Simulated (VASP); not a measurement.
These are optB88-vdW, VASP's PBE PAW potentials (set 64) (plane waves; VASP) values and carry that method's errors.

The input files of a VASP run:

### POSCAR
```
MoTe2 bilayer
1
    3.5726186644     0.0000000000     0.0000000000
   -1.7863093322     3.0939780814     0.0000000000
    0.0000000000     0.0000000000    27.1946282610
Te Mo
4 2
Direct
  0.3333330000   0.6666670000   0.4364540000
  0.3333330000   0.6666670000   0.3009590000
  0.6666670000   0.3333330000   0.6990410000
  0.6666670000   0.3333330000   0.5635460000
  0.6666670000   0.3333330000   0.3687070000
  0.3333330000   0.6666670000   0.6312930000
```

### INCAR
```
SYSTEM = MoTe2 bilayer
PREC = Normal
ENCUT = 400
EDIFF = 1E-5
NELM = 100
ALGO = Normal
LREAL = .FALSE.
LASPH = .TRUE.
ISMEAR = 0
SIGMA = 0.05
GGA = BO
PARAM1 = 0.1833333333
PARAM2 = 0.22
LUSE_VDW = .TRUE.
AGGAC = 0.0
LMAXMIX = 4
LWAVE = .TRUE.
LCHARG = .FALSE.
NELMIN = 4
IBRION = 2
ISIF = 4
NSW = 50
EDIFFG = -0.03
```

File KPOINTS:
```
K-points
0
gamma
  12 12 1
```

POTCAR, in this order: Te Mo_sv (PBE.64 set). Program: vasp_std.

Unless said otherwise, spin-orbit coupling is left out, though it shifts the bands of the heavy elements here.

Problem. Estimate the energy per atom (σ→0), band gap (on the k-mesh).

Solution. 
```json
{
 "energy per atom (σ→0)": "-3.600 eV/atom",
 "band gap (on the k-mesh)": "0.99 eV"
}
```

File OSZICAR:
```
...
       N       E                     dE             d eps       ncg     rms          rms(c)
DAV:   1    -0.216008281499E+02   -0.40457E-03   -0.18068E-01  1178   0.319E+00    0.255E-01
DAV:   2    -0.216008776297E+02   -0.49480E-04   -0.81690E-03  1360   0.528E-01    0.111E-01
DAV:   3    -0.216007726487E+02    0.10498E-03   -0.62205E-04  1533   0.135E-01    0.453E-02
DAV:   4    -0.216008279725E+02   -0.55324E-04   -0.20804E-04  1531   0.648E-02    0.375E-02
DAV:   5    -0.216008771811E+02   -0.49209E-04   -0.31891E-05  1020   0.308E-02    0.177E-02
DAV:   6    -0.216008769820E+02    0.19904E-06   -0.67420E-06   789   0.166E-02
   9 F= -.21600877E+02 E0= -.21600877E+02  d E =-.193279E-03
```

The cell is a sheet with vacuum, built from MoTe2 (2H layered).
